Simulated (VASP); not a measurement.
VASP ran on this input.

**POSCAR**
```
Be
1
    1.1450000000    -1.9831980000     0.0000000000
    1.1450000000     1.9831980000     0.0000000000
    0.0000000000     0.0000000000     3.5800000000
Be
2
Direct
  0.3333330000   0.6666670000   0.2500000000
  0.6666670000   0.3333330000   0.7500000000
```

**KPOINTS**
```
Automatic mesh
0
Gamma
16 16 9
0 0 0
```

**INCAR**
```
ALGO  =  Normal
EDIFF  =  1E-6
EDIFFG  =  -0.01
ENCUT  =  520
GGA  =  PE
IBRION  =  2
ISIF  =  3
ISMEAR  =  1
IVDW  =  11
LASPH  =  T
LCHARG  =  F
LREAL  =  F
LWAVE  =  F
NELM  =  100
NSW  =  60
PREC  =  Accurate
SIGMA  =  0.1
SYSTEM  =  Be
```

POTCAR, in this order: Be (PBE.64 set). Program: vasp_std.

Task: Translate this PBE-D3 (zero damping) calculation to Quantum ESPRESSO's pw.x.

Result: One equivalent input (not run):
```
&CONTROL
  calculation = 'vc-relax'
  pseudo_dir = './pseudo'
  outdir = './out'
  tprnfor = .true.
  tstress = .true.
  nstep = 60
  forc_conv_thr = 0.00039
/
&SYSTEM
  ibrav = 0
  nat = 2
  ntyp = 1
  ecutwfc = 88
  occupations = 'smearing'
  smearing = 'methfessel-paxton'
  degauss = 0.00735
  input_dft = 'pbe'
  vdw_corr = 'grimme-d3'
  dftd3_version = 3
  dftd3_threebody = .false.
/
&ELECTRONS
  conv_thr = 7.3e-08
  electron_maxstep = 100
/
&IONS
/
&CELL
/
ATOMIC_SPECIES
  Be 9.012 Be.upf
CELL_PARAMETERS angstrom
     1.1450000   -1.9831980    0.0000000
     1.1450000    1.9831980    0.0000000
     0.0000000    0.0000000    3.5800000
ATOMIC_POSITIONS crystal
  Be   0.3333330  0.6666670  0.2500000
  Be   0.6666670  0.3333330  0.7500000
K_POINTS automatic
  16 16 9 0 0 0
```
Limits of the translation: the potentials are each code's own (VASP's PAW set, PseudoDojo norm-conserving files in pw.x), so ENCUT and ecutwfc are chosen apart and not converted; conv_thr bounds pw.x's estimated SCF error, while EDIFF bounds the energy change between steps; forc_conv_thr acts on force components and is met together with etot_conv_thr.

The compound is Be in the hcp structure. This run relaxes it. Symmetry was kept, so distortions that lower it aren't found.
